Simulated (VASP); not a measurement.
A convergence study with VASP on WS₂ (2H layered): a few settings are varied, all else stays as given below, so the limit is that of these other settings.

```
CELL_PARAMETERS angstrom
      1.57500    -2.72798     0.00000
      1.57500     2.72798     0.00000
      0.00000     0.00000    12.32000
ATOMIC_POSITIONS crystal
  W  0.33333 0.66667 0.25000
  W  0.66667 0.33333 0.75000
  S  0.33333 0.66667 0.87800
  S  0.66667 0.33333 0.37800
  S  0.66667 0.33333 0.12200
  S  0.33333 0.66667 0.62200
```

Computed with PBEsol GGA, VASP's PBE PAW potentials (set 64) (plane waves; VASP 6.6.1). The last row used: 550 eV cut-off, 15×15×3 Γ-centred mesh, second-order Methfessel-Paxton smearing of 0.40 eV, potentials W_sv S.

| setting | E (eV/atom) | pressure (GPa) | largest force (eV/Å) | irreducible k-points |
|---|---|---|---|---|
| ISMEAR = -1, SIGMA = 0.01, 4×4×1 mesh | -8.4353 | -1.26 | 0.330 | 4 |
| ISMEAR = -1, SIGMA = 0.1, 4×4×1 mesh | -8.4352 | -1.26 | 0.329 | 4 |
| ISMEAR = 0, SIGMA = 0.01, 4×4×1 mesh | -8.4353 | -1.26 | 0.330 | 4 |
| ISMEAR = 0, SIGMA = 0.2, 4×4×1 mesh | -8.4353 | -1.26 | 0.330 | 4 |
| ISMEAR = 1, SIGMA = 0.05, 4×4×1 mesh | -8.4353 | -1.26 | 0.330 | 4 |
| ISMEAR = 1, SIGMA = 0.2, 4×4×1 mesh | -8.4352 | -1.26 | 0.330 | 4 |
| ISMEAR = 2, SIGMA = 0.05, 4×4×1 mesh | -8.4353 | -1.26 | 0.330 | 4 |
| ISMEAR = 2, SIGMA = 0.2, 4×4×1 mesh | -8.4352 | -1.26 | 0.330 | 4 |
| ISMEAR = -1, SIGMA = 0.01, 9×9×2 mesh | -8.4235 | -1.02 | 0.229 | 24 |
| ISMEAR = -1, SIGMA = 0.2, 9×9×2 mesh | ___ | -1.01 | 0.227 | 24 |
| ISMEAR = 0, SIGMA = 0.01, 9×9×2 mesh | -8.4235 | -1.02 | 0.229 | 24 |
| ISMEAR = 0, SIGMA = 0.4, 9×9×2 mesh | -8.4234 | -1.03 | 0.229 | 24 |
| ISMEAR = 1, SIGMA = 0.05, 9×9×2 mesh | -8.4235 | -1.02 | 0.229 | 24 |
| ISMEAR = 1, SIGMA = 0.4, 9×9×2 mesh | -8.4236 | ___ | ___ | 24 |
| ISMEAR = 2, SIGMA = 0.05, 9×9×2 mesh | -8.4235 | -1.02 | 0.229 | 24 |
| ISMEAR = 2, SIGMA = 0.4, 9×9×2 mesh | -8.4236 | -1.03 | 0.230 | 24 |
| ISMEAR = -1, SIGMA = 0.05, 15×15×3 mesh | -8.4236 | -1.03 | 0.230 | 54 |
| ISMEAR = -1, SIGMA = 0.2, 15×15×3 mesh | -8.4225 | -1.01 | 0.227 | 54 |
| ISMEAR = 0, SIGMA = 0.1, 15×15×3 mesh | -8.4236 | -1.03 | 0.230 | 54 |
| ISMEAR = 0, SIGMA = 0.4, 15×15×3 mesh | -8.4234 | -1.03 | 0.230 | 54 |
| ISMEAR = 1, SIGMA = 0.1, 15×15×3 mesh | -8.4236 | -1.03 | 0.230 | 54 |
| ISMEAR = 1, SIGMA = 0.4, 15×15×3 mesh | -8.4237 | -1.04 | 0.234 | 54 |
| ISMEAR = 2, SIGMA = 0.1, 15×15×3 mesh | -8.4236 | -1.03 | 0.230 | 54 |
| ISMEAR = 2, SIGMA = 0.4, 15×15×3 mesh | -8.4235 | -1.02 | 0.229 | 54 |

**Question.** Fill in the missing entries.

**Answer.** 
- ISMEAR = -1, SIGMA = 0.2, 9×9×2 mesh, E (eV/atom): -8.4224
- ISMEAR = 1, SIGMA = 0.4, 9×9×2 mesh, pressure (GPa): -1.05
- ISMEAR = 1, SIGMA = 0.4, 9×9×2 mesh, largest force (eV/Å): 0.235

Left out are rungs that failed or repeat a setting and relaxations that didn't move; long series are thinned to 24 rows.

The compound is WS2 in the 2H layered structure. The cell was not relaxed at this level, forces remain on its atoms.
